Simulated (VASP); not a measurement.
Level of theory: AM05 GGA, VASP's PBE PAW potentials (set 64) (plane waves; VASP).

Input for VASP

### POSCAR
```
Gd
1.0
  1.7758074589  -3.0757885373   0.0000000000
  1.7758074589   3.0757885373   0.0000000000
  0.0000000000   0.0000000000   5.5738902205
Gd
2
Cart
  1.7758074589   1.0252648963   1.3934725551
  1.7758074589  -1.0252648963   4.1804176654
```

**KPOINTS**
```
Automatic mesh
0
gamma
  12 12 7
0 0 0
```

**INCAR**
```
SYSTEM = Gd
PREC = Accurate
ENCUT = 520
EDIFF = 1E-7
NELM = 100
ALGO = Normal
LREAL = .FALSE.
LASPH = .TRUE.
ISMEAR = 1
SIGMA = 0.1
GGA = AM
LMAXMIX = 6
LWAVE = .FALSE.
LCHARG = .FALSE.
ISIF = 4
IBRION = 2
NSW = 30
EDIFFG = -0.01
```

POTCAR, in this order: Gd_3 (PBE.64 set). Program: vasp_std.

What VASP printed:

**OUTCAR**
```
 ion  position               nearest neighbor table
   1  0.333  0.667  0.250-   2 3.46   2 3.46   2 3.46   2 3.46   2 3.46   2 3.46
   2  0.667  0.333  0.750-   1 3.46   1 3.46   1 3.46   1 3.46   1 3.46   1 3.46
  LATTYP: Found a hexagonal cell.
 ALAT       =     3.5516147394
 C/A-ratio  =     1.5693960718
 Subroutine PRICEL returns:
 Original cell was already a primitive cell.
 Subroutine GETGRP returns: Found 24 space group operations
The static configuration has the point symmetry D_3d.
 The point group associated with its full space group is D_6h.
The dynamic configuration has the point symmetry D_3d.
 Subroutine INISYM returns: Found 24 space group operations
 Subroutine IBZKPT returns following result:
 Found     76 irreducible k-points:

 Following reciprocal coordinates:
            Coordinates               Weight
  0.000000  0.000000  0.000000      1.000000
  0.083333 -0.000000  0.000000      6.000000
  0.166667  0.000000  0.000000      6.000000
  0.250000 -0.000000  0.000000      6.000000
  0.333333 -0.000000  0.000000      6.000000
  0.416667 -0.000000  0.000000      6.000000
  0.500000 -0.000000  0.000000      3.000000
  0.083333  0.083333  0.000000      6.000000
  0.166667  0.083333  0.000000     12.000000
  0.250000  0.083333  0.000000     12.000000
  0.333333  0.083333  0.000000     12.000000
  0.416667  0.083333  0.000000     12.000000
  0.166667  0.166667  0.000000      6.000000
  0.250000  0.166667  0.000000     12.000000
  0.333333  0.166667  0.000000     12.000000
  0.416667  0.166667  0.000000      6.000000
  0.250000  0.250000  0.000000      6.000000
  0.333333  0.250000  0.000000     12.000000
  0.333333  0.333333  0.000000      2.000000
  0.000000  0.000000  0.142857      2.000000
  0.083333 -0.000000  0.142857     12.000000
  0.166667  0.000000  0.142857     12.000000
  0.250000 -0.000000  0.142857     12.000000
  0.333333 -0.000000  0.142857     12.000000
  0.416667 -0.000000  0.142857     12.000000
  0.500000 -0.000000  0.142857      6.000000
  0.083333  0.083333  0.142857     12.000000
  0.166667  0.083333  0.142857     24.000000
  0.250000  0.083333  0.142857     24.000000
  0.333333  0.083333  0.142857     24.000000
  0.416667  0.083333  0.142857     24.000000
  0.166667  0.166667  0.142857     12.000000
  0.250000  0.166667  0.142857     24.000000
  0.333333  0.166667  0.142857     24.000000
  0.416667  0.166667  0.142857     12.000000
  0.250000  0.250000  0.142857     12.000000
  0.333333  0.250000  0.142857     24.000000
  0.333333  0.333333  0.142857      4.000000
  0.000000  0.000000  0.285714      2.000000
  0.083333 -0.000000  0.285714     12.000000
   k-points           NKPTS =     76   k-points in BZ     NKDIM =     76   number of bands    NBANDS=     13
   number of dos      NEDOS =    301   number of ions     NIONS =      2
   total plane-waves  NPLWV =  32928
   dimension x,y,z NGX =    28 NGY =   28 NGZ =   42
   dimension x,y,z NGXF=    56 NGYF=   56 NGZF=   84
   ions per type =               2
   PREC   = accura    normal or accurate (medium, high low for compatibility)
   ISTART =      0    job   : 0-new  1-cont  2-samecut
   ICHARG =      2    charge: 1-file 2-atom 10-const
   ISPIN  =      1    spin polarized calculation?
   LNONCOLLINEAR =      F non collinear calculations
   LSORBIT =      F    spin-orbit coupling
   INIWAV =      1    electr: 0-lowe 1-rand  2-diag
   ENCUT  =  520.0 eV  38.22 Ry    6.18 a.u.   6.60  6.60 10.36*2*pi/ulx,y,z
   NELM   =    100;   NELMIN=  2; NELMDL= -5     # of ELM steps
   EDIFF  = 0.1E-06   stopping-criterion for ELM
   LREAL  =      F    real-space projection
...
```

File OSZICAR:
```
       N       E                     dE             d eps       ncg     rms          rms(c)
DAV:   1     0.415549715123E+02    0.41555E+02   -0.89018E+03  1976   0.123E+03
DAV:   2    -0.771727411675E+01   -0.49272E+02   -0.48126E+02  2181   0.246E+02
DAV:   3    -0.953703189320E+01   -0.18198E+01   -0.17268E+01  2711   0.286E+01
DAV:   4    -0.956787976359E+01   -0.30848E-01   -0.30723E-01  2321   0.378E+00
DAV:   5    -0.956873401311E+01   -0.85425E-03   -0.85416E-03  2787   0.491E-01    0.237E+01
DAV:   6    -0.956559461456E+01    0.31394E-02   -0.22499E-02  2216   0.119E+00    0.142E+01
DAV:   7    -0.957085804194E+01   -0.52634E-02   -0.40266E-02  2116   0.158E+00    0.205E-01
DAV:   8    -0.957041743851E+01    0.44060E-03   -0.22113E-03  2381   0.362E-01    0.616E-02
DAV:   9    -0.957040875887E+01    0.86796E-05   -0.22586E-04  2446   0.113E-01    0.336E-02
DAV:  10    -0.957040651916E+01    0.22397E-05   -0.25155E-05  2401   0.362E-02    0.314E-02
DAV:  11    -0.957040661995E+01   -0.10079E-06   -0.38602E-06  2286   0.152E-02    0.184E-03
DAV:  12    -0.957040666265E+01   -0.42708E-07   -0.23988E-07  2304   0.364E-03
   1 F= -.95704067E+01 E0= -.95706060E+01  d E =-.957041E+01
       N       E                     dE             d eps       ncg     rms          rms(c)
DAV:   1    -0.957111079344E+01   -0.70417E-03   -0.25611E-02  2016   0.117E+00    0.983E-02
DAV:   2    -0.957076615441E+01    0.34464E-03   -0.42682E-04  2296   0.167E-01    0.635E-02
DAV:   3    -0.957062159541E+01    0.14456E-03   -0.20426E-04  2531   0.108E-01    0.328E-02
DAV:   4    -0.957062167541E+01   -0.80000E-07   -0.27385E-05  2551   0.376E-02    0.165E-02
DAV:   5    -0.957062150215E+01    0.17326E-06   -0.68812E-07  2806   0.634E-03    0.212E-03
DAV:   6    -0.957062149603E+01    0.61220E-08   -0.51865E-08  1233   0.179E-03
   2 F= -.95706215E+01 E0= -.95707229E+01  d E =-.214833E-03
       N       E                     dE             d eps       ncg     rms          rms(c)
DAV:   1    -0.957109987237E+01   -0.47837E-03   -0.21428E-02  2001   0.107E+00    0.898E-02
DAV:   2    -0.957081059866E+01    0.28927E-03   -0.35783E-04  2271   0.153E-01    0.583E-02
DAV:   3    -0.957068998967E+01    0.12061E-03   -0.16911E-04  2541   0.983E-02    0.310E-02
DAV:   4    -0.957068990117E+01    0.88505E-07   -0.22835E-05  2546   0.344E-02    0.152E-02
DAV:   5    -0.957068972481E+01    0.17635E-06   -0.58921E-07  2750   0.591E-03    0.226E-03
DAV:   6    -0.957068972778E+01   -0.29663E-08   -0.44154E-08  1163   0.165E-03
   3 F= -.95706897E+01 E0= -.95707007E+01  d E =-.283065E-03
```

### OUTCAR
```
------------------------ aborting loop because EDIFF is reached ----------------------------------------
  FORCE on cell =-STRESS in cart. coord.  units (eV):
  Direction    XX          YY          ZZ          XY          YZ          ZX
  --------------------------------------------------------------------------------------
  Total        0.3704083      0.3704083      0.3739139     -0.0000000     -0.0000000      0.0000000
  in kB        9.7465423      9.7465410      9.8387850     -0.0000000     -0.0000000      0.0000000
  external PRESSURE =       9.7772894 kB  Pullay stress =       0.0000000 kB
  volume of cell :       60.89
      direct lattice vectors                 reciprocal lattice vectors
     1.772143046 -3.069441582 -0.000000000     0.282144267 -0.162896080 -0.000000000
     1.772143046  3.069441582  0.000000000     0.282144267  0.162896080 -0.000000000
     0.000000000  0.000000000  5.596965293     0.000000000 -0.000000000  0.178668251
 POSITION                                       TOTAL-FORCE (eV/Angst)
 -----------------------------------------------------------------------------------
      1.77214      1.02315      1.39924        -0.000000     -0.000000      0.000000
      1.77214     -1.02315      4.19772         0.000000      0.000000      0.000000
 -----------------------------------------------------------------------------------
    total drift:                                0.000003      0.000108     -0.000011
  FREE ENERGIE OF THE ION-ELECTRON SYSTEM (eV)
  ---------------------------------------------------
  free  energy   TOTEN  =        -9.5706897278 eV

  energy  without entropy=       -9.5707227690  energy(sigma->0) =       -9.57070074

 reached required accuracy - stopping structural energy minimisation
```
(Selected blocks of OUTCAR.)

**CONTCAR**
```
Gd
   1.00000000000000
     1.7721430457080956   -3.0694415816415601   -0.0000000000000000
     1.7721430457080956    3.0694415816415601    0.0000000000000000
     0.0000000000000000    0.0000000000000000    5.5969652925901494
  Gd
     2
Direct
     0.3333330000000032    0.6666669999999968    0.2500000000000000
     0.6666669999999968    0.3333330000000032    0.7500000000000000
```

The 4f electrons are frozen in the core of the lanthanide potential, so 4f levels, which can set the real gap, and their magnetism are missing.

The compound is Gd in the hcp structure. This cell is one point of a volume scan, at 0.97 of the reference volume. Symmetry was kept, so distortions that lower it aren't found.
